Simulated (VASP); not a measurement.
# TlAuO₂ (space group R-3m): computed properties

All values below come from PBEsol GGA, VASP's PBE PAW potentials (set 64) (plane waves; VASP 6.6.1).

For TlAuO2, the space group is R-3m (166) and the cell is a = 3.463 Å, b = 3.463 Å, c = 18.749 Å, α = 90.00°, β = 90.00°, γ = 120.00°. The volume per atom comes out as 16.22 Å^3/atom and the band gap (over mesh and band path) is none (metal, semimetal or under 0.01 eV). The density is 11.09 g/cm³.

AuTlO$_{2}$ has the trigonal space group R-3m, hexagonal axes (No. 166), Pearson symbol hR4. Lattice parameters: a = b = 3.4626 Å, c = 18.7489 Å, α = β = 90.00°, γ = 120.00°. Tl on 3b has 6 O at 2.290 Å (octahedral). Au on 3a sees 2 O at 2.008 Å (linear). O on 6c has 1 Au at 2.008 Å and 3 Tl at 2.290 Å (tetrahedral). (Neighbours: up to the widest gap in distance over summed covalent radii, below 1.35, at either atom; cation-cation and far metal-metal contacts left out.)
(The calculation used a cell of 4 atoms; values per cell refer to that cell.)

Unless said otherwise, spin-orbit coupling is left out, though it shifts the bands of the heavy elements here.

The structure comes from a computed database's TlAuO2 entry (R-3m); how it stands against other phases isn't given here. It was relaxed first. Symmetry was kept, so distortions that lower it aren't found.
